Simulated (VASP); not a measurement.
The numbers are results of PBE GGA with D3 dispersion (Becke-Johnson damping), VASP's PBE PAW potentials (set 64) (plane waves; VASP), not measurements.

A VASP calculation is set up with these files.

### KPOINTS
```
Automatic mesh
0
Gamma
9 9 9
```

### INCAR
```
NEDOS  =  601   # DOS grid
ALGO  =  Normal
LWAVE  =  F
LCHARG  =  T
LMAXMIX  =  4
ENCUT  =  400   # plane-wave cut-off (eV)
LREAL  =  F   # projection in real space or not
NELM  =  100   # most electronic steps
LORBIT  =  11
LASPH  =  T
PREC  =  Accurate
IVDW  =  12   # D3, Becke-Johnson
ISMEAR  =  -5
EDIFF  =  1E-7   # SCF stop (eV)
SYSTEM  =  GaAs
GGA  =  PE   # PBE
ISIF  =  2   # forces and stress, cell fixed
```

### POSCAR
```
GaAs
1
   -0.0000000000     2.8373865077     2.8373865077
    2.8373865077     0.0000000000     2.8373865077
    2.8373865077     2.8373865077    -0.0000000000
Ga As
1 1
Direct
  0.0000000000   0.0000000000   0.0000000000
  0.2500000000   0.2500000000   0.2500000000
```

POTCAR, in this order: Ga_d As (PBE.64 set). Program: vasp_std.

The run wrote:

**OSZICAR**
```
       N       E                     dE             d eps       ncg     rms          rms(c)
DAV:   1     0.717971168568E+02    0.71797E+02   -0.82916E+03   931   0.162E+03
DAV:   2    -0.323359264823E+01   -0.75031E+02   -0.72811E+02   995   0.286E+02
DAV:   3    -0.832991830610E+01   -0.50963E+01   -0.50756E+01  1120   0.673E+01
DAV:   4    -0.841398068858E+01   -0.84062E-01   -0.84003E-01  1071   0.957E+00
DAV:   5    -0.841545375374E+01   -0.14731E-02   -0.14730E-02  1103   0.103E+00    0.288E+00
DAV:   6    -0.827543558025E+01    0.14002E+00   -0.25723E-01  1413   0.952E+00    0.174E+00
DAV:   7    -0.825691155018E+01    0.18524E-01   -0.71754E-02  1183   0.214E+00    0.564E-01
DAV:   8    -0.825765367286E+01   -0.74212E-03   -0.10425E-02  1035   0.142E+00    0.100E-01
DAV:   9    -0.825804241067E+01   -0.38874E-03   -0.10829E-03  1091   0.457E-01    0.542E-02
DAV:  10    -0.825810636304E+01   -0.63952E-04   -0.81043E-05  1178   0.103E-01    0.295E-02
DAV:  11    -0.825815824707E+01   -0.51884E-04   -0.81083E-05   995   0.770E-02    0.363E-03
DAV:  12    -0.825815860751E+01   -0.36044E-06   -0.13989E-06  1093   0.188E-02    0.144E-03
DAV:  13    -0.825815900884E+01   -0.40133E-06   -0.55760E-07  1035   0.617E-03    0.609E-04
DAV:  14    -0.825815898699E+01    0.21856E-07   -0.13842E-08   590   0.157E-03
   1 F= -.89000901E+01 E0= -.89000901E+01  d E =0.000000E+00
```

**OUTCAR**
```
------------------------ aborting loop because EDIFF is reached ----------------------------------------
 Edisp (eV)   -0.64193
  FORCE on cell =-STRESS in cart. coord.  units (eV):
  Direction    XX          YY          ZZ          XY          YZ          ZX
  --------------------------------------------------------------------------------------
  Total       0.00551     0.00551     0.00551    -0.00000     0.00000     0.00000
  in kB       0.19339     0.19339     0.19339    -0.00000     0.00000     0.00000
  external pressure =        0.19 kB  Pullay stress =        0.00 kB
  volume of cell :       45.69
      direct lattice vectors                 reciprocal lattice vectors
     0.000000000  2.837386508  2.837386508    -0.176218502  0.176218502  0.176218502
     2.837386508  0.000000000  2.837386508     0.176218502 -0.176218502  0.176218502
     2.837386508  2.837386508  0.000000000     0.176218502  0.176218502 -0.176218502
  FREE ENERGIE OF THE ION-ELECTRON SYSTEM (eV)
  ---------------------------------------------------
  free  energy   TOTEN  =        -8.9000900602 eV

  energy  without entropy=       -8.9000900602  energy(sigma->0) =       -8.90009006

 total charge

# of ion       s       p       d       tot
------------------------------------------
    1        0.882   0.791   9.992  11.666
    2        1.210   1.591   0.031   2.832
--------------------------------------------------
tot          2.092   2.383  10.023  14.498
```
(Selected blocks of OUTCAR.)

### OUTCAR
```
 val. band max:        3.8273899791   @ k =   0.0000   0.0000   0.0000

 cond. band min:       4.2635966731   @ k =   0.0000   0.0000   0.0000


 Fermi energy:         3.8544291840

 k-point     1 :       0.0000    0.0000    0.0000
  band No.  band energies     occupation
      1     -10.9590      2.00000
      2     -10.9590      2.00000
      3     -10.9590      2.00000
      4     -10.8826      2.00000
      5     -10.8826      2.00000
      6      -8.8186      2.00000
      7       3.8274      2.00000
      8       3.8274      2.00000
      9       3.8274      2.00000
     10       4.2636      0.00000
     11       7.5538      0.00000
     12       7.5538      0.00000
     13       7.5538      0.00000

 k-point     2 :       0.1111    0.0000    0.0000
  band No.  band energies     occupation
      1     -10.9691      2.00000
      2     -10.9562      2.00000
      3     -10.9562      2.00000
      4     -10.8826      2.00000
      5     -10.8826      2.00000
      6      -8.6762      2.00000
      7       2.1073      2.00000
      8       3.6388      2.00000
      9       3.6388      2.00000
     10       5.3103      0.00000
     11       7.8337      0.00000
     12       7.8337      0.00000
     13       7.8785      0.00000

 k-point     3 :       0.2222    0.0000    0.0000
  band No.  band energies     occupation
      1     -10.9931      2.00000
      2     -10.9497      2.00000
      3     -10.9497      2.00000
      4     -10.8822      2.00000
      5     -10.8822      2.00000
      6      -8.2720      2.00000
      7       0.1656      2.00000
      8       3.2552      2.00000
      9       3.2552      2.00000
     10       5.3178      0.00000
     11       8.3262      0.00000
     12       8.3262      0.00000
     13       9.2853      0.00000

 k-point     4 :       0.3333    0.0000    0.0000
  band No.  band energies     occupation
      1     -11.0176      2.00000
      2     -10.9436      2.00000
      3     -10.9436      2.00000
...
```

The structure comes from a measured GaAs entry (F-43m) of the Crystallography Open Database, whose conditions weren't checked. It was relaxed first.
